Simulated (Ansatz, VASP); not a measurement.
# CO2: VASP beside Ansatz, part 2 of 2

Aim: how closely do two programs agree when they are given the same cell, functional and k mesh? The cell is taken from a series of runs on this material, whose earlier steps may have relaxed, scaled, displaced or heated it; both programs get it as it stands.

VASP 6.6.1 and Ansatz 0.2.0.

So far: Starting point; VASP: G0W0 gap, r2SCAN.

## Step 3: Ansatz: G0W0 gap, r2SCAN

Level of this step: Ansatz beside VASP: Kohn-Sham DFT, plane waves, r2SCAN (Ansatz).

Ansatz runs on its PAW soft_1 files.

The same cell, functional and mesh now go to Ansatz, which takes its cutoff from its data sets.

Input file input.yaml:

```yaml
crystal:
  lattice:
    - [5.49707328, 0.0, 0.0]
    - [0.0, 5.49707328, 0.0]
    - [0.0, 0.0, 5.49707328]
  atoms:
    - { symbol: C, position: [0.0, 0.0, 0.0] }
    - { symbol: C, position: [0.5, 0.0, 0.5] }
    - { symbol: C, position: [0.5, 0.5, 0.0] }
    - { symbol: C, position: [0.0, 0.5, 0.5] }
    - { symbol: O, position: [0.12253698, 0.12253698, 0.12253698] }
    - { symbol: O, position: [0.37746302, 0.87746302, 0.62253698] }
    - { symbol: O, position: [0.62253698, 0.37746302, 0.87746302] }
    - { symbol: O, position: [0.87746302, 0.62253698, 0.37746302] }
    - { symbol: O, position: [0.87746302, 0.87746302, 0.87746302] }
    - { symbol: O, position: [0.62253698, 0.12253698, 0.37746302] }
    - { symbol: O, position: [0.37746302, 0.62253698, 0.12253698] }
    - { symbol: O, position: [0.12253698, 0.37746302, 0.62253698] }
kpoints:
  mp_grid: { grid: [2, 2, 2] }
hamiltonian:
  xc: r2scan
  pseudopotentials: { kind: paw, azcp: { folder: soft_1 } }
scf:
  occupations: { method: fixed }
gw:
  n_empty_bands: 377
  ecut_chi: 100
  qp_bands: [v4, c4]
  qp_kpoints: band_edges
  screening: { model: contour_deformation }
```

Launch:

```
$ ansatz run input.yaml --threads 4 --pin off --max-ram 138240MiB --backend cuda --events-out ev --progress --plain --runs-dir out --devices 1 --max-vram 26GiB
```

Numbers of over 12 decimals in the logs are rounded to 6 here.

The program printed:

```text
GPUs: using 1 of 1 available (devices: 1).
Engine: ansatz 0.2.0, x86_64-unknown-linux-gnu
Pseudopotentials: kind: paw
Pseudopotential: C, paw, valence charge 4, recommended cutoff 500 eV (meta_gga), soft_1/C.paw.azcp
Pseudopotential: O, paw, valence charge 6, recommended cutoff 500 eV (meta_gga), soft_1/O.paw.azcp
Functional definition: r2SCAN
  parameter k0 = 0.174
  parameter k1 = 0.065
  parameter a1 = 4.9479
  exchange = r2scan_x(k0 = k0, k1 = k1, a1 = a1)
  correlation = r2scan_c
device memory: the entry about to start is reckoned to put 3.7 GiB on a device that reports 37.6 GiB free (of which the cap on the GPU budget leaves the run 26.0 GiB)
GPU FFT provider: cuFFT
GPU libraries: cuBLAS 13.8.2, cuFFT 12.4.0, cuSOLVER 12.3.4
Crystal: 12 atoms, lattice volume = 166.110 Å³
Basis set: ecut = 500 eV, 4169 PW (Γ), exchange–correlation on 180×180×180 points (64 copies of the dense FFT grid, shifted against one another)
Bands: 44, of which v1, the nominal top of the filled ones, is band 32 counted from 1 (31 counted from 0)
Symmetry: 24 space group operations
Space group: Pa-3 (ITA 205), of the structure as read, at distance tolerance 5.5e-5 Å
k-points: 4 of 8
Non-local potential: C, projectors of the file, l = 0: 2, l = 1: 2, l = 2: 1
Non-local potential: O, projectors of the file, l = 0: 2, l = 1: 2, l = 2: 1
PAW form: soft (Blöchl's): semilocal exchange-correlation on the pseudo side does not see the compensation charge
PAW frozen core: C, regenerated for the run's functional (the file was generated under x = pbe(κ = 0.804, μ = 0.219515), c = pbe(β = 0.066725))
PAW frozen core: O, regenerated for the run's functional (the file was generated under x = pbe(κ = 0.804, μ = 0.219515), c = pbe(β = 0.066725))
PAW one-centre angular grid: C, 302 points (default); XC on 219 of its mesh's 2255 points in the sphere
PAW one-centre angular grid: O, 302 points (default); XC on 160 Gauss nodes
Initial density: superposition of atomic densities (chi_scale 0.1, normalization cell, long waves kept (reshape's long-wave potential 0.02 eV rms))
Initial wavefunctions: pseudopotential atomic-orbital guess
GPU buffer pool allocated for 91125 grid points (all kernels)
GPU transforms: local potential and band sums: pruned to the plane-wave sphere, on 45×45×45
Functional: x = r2scan, c = r2scan; τ floored in thin density (d = 2e-4 eV/Å³)
SCF iter   1: F=—  HF=-5553.737716 eV  |F-HF|=—  |Δ(HF+E_count)|=         —  Δρ=9.81e-2  dr2=1.16e1  dr2_τ=2.94e0  ethr=3.10e-3  ⟨swp⟩=4.0  Hψ=688  notcnv=0  defer=18
preconditioner: auto → Resta (q_TF=auto, 2.327 Å⁻¹)  ε∞=2.7  [insulator: Δε(μ)=8.365 eV  Ē_g=17.667 eV  n_scr=32 (ndim 8)  ℏωp=23.0 eV  f_vac=0.065  ε∞_Penn≈2.7]
SCF iter   2: F=—  HF=-5551.074825 eV  |F-HF|=—  |Δ(HF+E_count)|=    2.66e0  Δρ=4.19e-2  dr2=1.43e0  dr2_τ=2.89e-1  ethr=3.10e-3  ⟨swp⟩=2.5  Hψ=371  notcnv=0  defer=24
SCF iter   3: F=—  HF=-5550.952049 eV  |F-HF|=—  |Δ(HF+E_count)|=   1.23e-1  Δρ=1.64e-2  dr2=2.97e-1  dr2_τ=2.77e-2  ethr=2.23e-3  ⟨swp⟩=3.0  Hψ=279  notcnv=0  defer=30
SCF iter   4: F=—  HF=-5550.940961 eV  |F-HF|=—  |Δ(HF+E_count)|=   1.11e-2  Δρ=3.56e-3  dr2=9.90e-3  dr2_τ=1.59e-3  ethr=4.65e-4  ⟨swp⟩=2.5  Hψ=271  notcnv=0  defer=34
SCF iter   5: F=—  HF=-5550.947226 eV  |F-HF|=—  |Δ(HF+E_count)|=   6.26e-3  Δρ=5.01e-4  dr2=2.27e-4  dr2_τ=4.06e-5  ethr=1.55e-5  ⟨swp⟩=3.0  Hψ=311  notcnv=0  defer=34
SCF iter   6: F=—  HF=-5550.947375 eV  |F-HF|=—  |Δ(HF+E_count)|=   1.49e-4  Δρ=1.13e-4  dr2=1.16e-5  dr2_τ=4.68e-6  ethr=3.55e-7  ⟨swp⟩=2.0  Hψ=286  notcnv=0  defer=34
SCF iter   7: F=—  HF=-5550.947380 eV  |F-HF|=—  |Δ(HF+E_count)|=   5.22e-6  Δρ=2.30e-5  dr2=4.84e-7  dr2_τ=4.84e-8  ethr=1.82e-8  ⟨swp⟩=2.2  Hψ=299  notcnv=0  defer=19
SCF iter   8: F=-5550.947380 eV  HF=-5550.947380 eV  |F-HF|=2.92e-9  |Δ(HF+E_count)|=   8.97e-8  Δρ=3.12e-6  dr2=1.18e-8  dr2_τ=7.19e-10  ethr=1.56e-10  ⟨swp⟩=10.2  Hψ=754  notcnv=0
SCF 1 converged in 8 iterations: F = -5550.947380 eV  dr2 = 1.18e-8
  greatest PAW one-centre occupation: 0.888 electrons in one spin orbital (limit 2), on the O atom at site 10 (counted from 0), in its partial waves of l = 0
device memory: the entry about to start is reckoned to put 4.7 GiB (of the 4.7 GiB reckoned in all, the device holds 0.1 GiB already) on a device that reports 37.5 GiB free (of which the cap on the GPU budget leaves the run 25.9 GiB)
NSCF: frozen V_eff on 4 k-points
the band table was solved once the SCF had ended and its energy, with any forces and stress, was formed, with the checks that follow a solve (673 applications of the Hamiltonian). They found nothing against the state; the energy, forces and stress were not computed again (output.eigenvalues in the input reference)
device memory: the entry about to start is reckoned to put 4.3 GiB on a device that reports 37.5 GiB free (of which the cap on the GPU budget leaves the run 26.0 GiB)
NSCF: frozen V_eff on 4 k-points
G₀W₀ screening: q 1/4
[... further progress lines ...]
SCF converged after 8 iterations
Free energy (F): -5550.947380 eV
Harris-Foulkes:  -5550.947380 eV  (|F-HF|=2.92e-9)
Internal energy: -5550.947380 eV  (E = F + TS)
E sigma→0 (E₀):  -5550.947380 eV
Fermi energy:    -2.131938 eV
--- Per-component energies (eV) ---
  E_band       = -622.442172
  E_kinetic    = 1684.910318
  E_local      = -4590.880599  (includes V_loc(G=0)·N_el)
  E_nonlocal   = 512.366558
  E_hartree    = 1572.362701
  E_xc         = -735.218092
  E_vxc        = -1055.738483  (∫ρ·V_xc dr)
  E_paw        = -1724.459933  (= ΣΔE_a)
  E_vpaw       = -390.853258  (= ΣTr[D̂ρ^β])
  E_aug_tail   = 0.002184  (compensation charges beyond the density's cutoff)
  E_vtau       = 73.019002  (kinetic-family band-sum trace: ∫τ·v_τ [+ j·A + Jᵃ·Aᵃ] dr)
  E_ewald      = -2269.675893
  E_core_change = -0.354625  (= ΣΔE_core)
  E_smearing   = -0.000000  (= −TS)
  E_closure    = -0.000000  (closes the sum)
  Σ components = -5550.947380   (vs F -5550.947380, Δ=0.00e0)
--- Band table (eV) ---
  k-point 0: bands = [... 28 lower, -2.3613, -2.3613, -2.1319, -2.1319, 5.3621, 6.5206, 6.5206, 6.5206, ... 8 higher]
  k-point 1: bands = [... 28 lower, -2.4795, -2.4795, -2.2159, -2.2159, 6.4642, 6.4642, 6.7308, 6.7308, ... 8 higher]
  k-point 2: bands = [... 28 lower, -2.4482, -2.4482, -2.4482, -2.4482, 6.4603, 6.4603, 6.4603, 6.4603, ... 8 higher]
  k-point 3: bands = [... 28 lower, -2.4985, -2.4985, -2.4985, -2.4985, 6.4440, 6.4440, 6.4440, 6.4440, ... 8 higher]
--- G₀W₀: contour deformation, 5 samples at zero and on the imaginary axis and 0 off it, 8 q-points, 377 empty bands' worth ---
  eigenvalues of the whole cell's RPA ε∞ on this k-mesh (on a slab, of 1 + 4πα/V) = 1.8857, 1.8857, 1.8857; static W/v taken at q = 0 is 0.530309
  bands read: the sum over 409 bands ends inside a degenerate multiplet in 3 slots, whose members it reads at an even weight; the widest, k=2: bands 409 to 412 (counted from 1) at 1/4 each
  gw.qp_kpoints: band_edges: 4 of 4 stored k-points solved, in 1 pass; an edge of the gap read off the rows below is read off those points alone
    ik  band        ε_KS         Σx   Σc(E_QP)       V_xc       Z   E_QP_lin       E_QP  E_QP is
     0    29     -2.3613   -25.9154     3.2274   -20.8966  0.8304    -4.1734    -4.1526  root
     0    30     -2.3613   -25.9154     3.2274   -20.8966  0.8304    -4.1734    -4.1526  root
     0    31     -2.1319   -26.2540     3.2101   -21.3054  0.8302    -3.8894    -3.8704  root
     0    32     -2.1319   -26.2540     3.2101   -21.3054  0.8302    -3.8894    -3.8704  root
     0    33      5.3621    -6.3378    -3.1431   -10.9884  0.8887     6.8797     6.8697  root
     0    34      6.5206   -10.7617    -3.0477   -16.7798  0.8544     9.5372     9.4910  root
     0    35      6.5206   -10.7617    -3.0477   -16.7798  0.8544     9.5372     9.4910  root
     0    36      6.5206   -10.7617    -3.0477   -16.7798  0.8544     9.5372     9.4910  root
     1    29     -2.4795   -25.7803     3.2446   -20.7205  0.8303    -4.3163    -4.2946  root
     1    30     -2.4795   -25.7803     3.2446   -20.7205  0.8303    -4.3163    -4.2946  root
     1    31     -2.2159   -26.1577     3.2206   -21.1823  0.8302    -3.9902    -3.9706  root
     1    32     -2.2159   -26.1577     3.2206   -21.1823  0.8302    -3.9902    -3.9706  root
     1    33      6.4642   -10.1125    -3.1017   -16.0548  0.8580     9.3462     9.3047  root
     1    34      6.4642   -10.1125    -3.1017   -16.0548  0.8580     9.3462     9.3047  root
     1    35      6.7308    -9.8870    -3.2074   -15.8995  0.8581     9.5778     9.5357  root
     1    36      6.7308    -9.8870    -3.2074   -15.8995  0.8581     9.5778     9.5357  root
     2    29     -2.4482   -25.8275     3.2451   -20.7761  0.8302    -4.2759    -4.2544  root
     2    30     -2.4482   -25.8275     3.2451   -20.7761  0.8302    -4.2759    -4.2544  root
     2    31     -2.4482   -25.8275     3.2451   -20.7761  0.8302    -4.2759    -4.2544  root
     2    32     -2.4482   -25.8275     3.2451   -20.7761  0.8302    -4.2759    -4.2544  root
     2    33      6.4603   -10.0163    -3.0965   -15.9167  0.8589     9.3043     9.2640  root
     2    34      6.4603   -10.0163    -3.0965   -15.9167  0.8589     9.3043     9.2640  root
     2    35      6.4603   -10.0163    -3.0965   -15.9167  0.8589     9.3043     9.2640  root
     2    36      6.4603   -10.0163    -3.0965   -15.9167  0.8589     9.3043     9.2640  root
     3    29     -2.4985   -25.6565     3.2306   -20.6012  0.8307    -4.3451    -4.3232  root
     3    30     -2.4985   -25.6565     3.2306   -20.6012  0.8307    -4.3451    -4.3232  root
     3    31     -2.4985   -25.6565     3.2306   -20.6012  0.8307    -4.3451    -4.3232  root
     3    32     -2.4985   -25.6565     3.2306   -20.6012  0.8307    -4.3451    -4.3232  root
     3    33      6.4440   -10.6514    -3.0338   -16.6333  0.8551     9.4369     9.3920  root
     3    34      6.4440   -10.6514    -3.0338   -16.6333  0.8551     9.4369     9.3920  root
     3    35      6.4440   -10.6514    -3.0338   -16.6333  0.8551     9.4369     9.3920  root
     3    36      6.4440   -10.6514    -3.0338   -16.6333  0.8551     9.4369     9.3920  root
```

Reading the cycles: dr2 is the Hartree energy of the density residual (eV), the measure of convergence; HF is the Harris–Foulkes estimate of the energy, which meets the free energy F at convergence.

## Step 4: Comparison

Known differences besides the potentials themselves: VASP keeps PBE cores, Ansatz makes them for the functional; fixed occupations in Ansatz, narrow Gaussian smearing in VASP; the cutoff is 500 eV in Ansatz and 440 eV in VASP; Ansatz integrates over frequency by contour deformation, VASP on a grid of NOMEGA points; Ansatz's G0W0 levels solve the quasiparticle equation, VASP's are linearised. Total energies have different zeros and are not compared.

Compared:

| quantity | Ansatz | VASP | difference |
| --- | --- | --- | --- |
| G0W0 gap on the mesh (eV) | 10.74 | 10.68 | +0.06 |
| Kohn-Sham gap under it (eV) | 7.49 | 7.48 | +0.02 |

## Step 5: Summary of results

```json
{
 "difference in G0W0 gap on the mesh (G0W0 gap, r2SCAN)": "0.058 eV"
}
```

What this shows: The difference in G0W0 gap on the mesh is 0.058 eV (G0W0 gap, r2SCAN). Such differences can come from data sets, numerical settings and the points named under the comparisons, not from the functional's error against experiment.

[Lines on the potential files, build, host, timing and source positions are cut from VASP's logs without a mark.]

[Logs are printed without paths, hosts, clocks, repeated set-up lines and the standing remarks that a program may print on its own settings, such as how far it seeks lower states.]

[Hosts, paths, dates, database ids (printed as entryN), source tags and the programs' standing remarks are cut or masked in the printed files.]
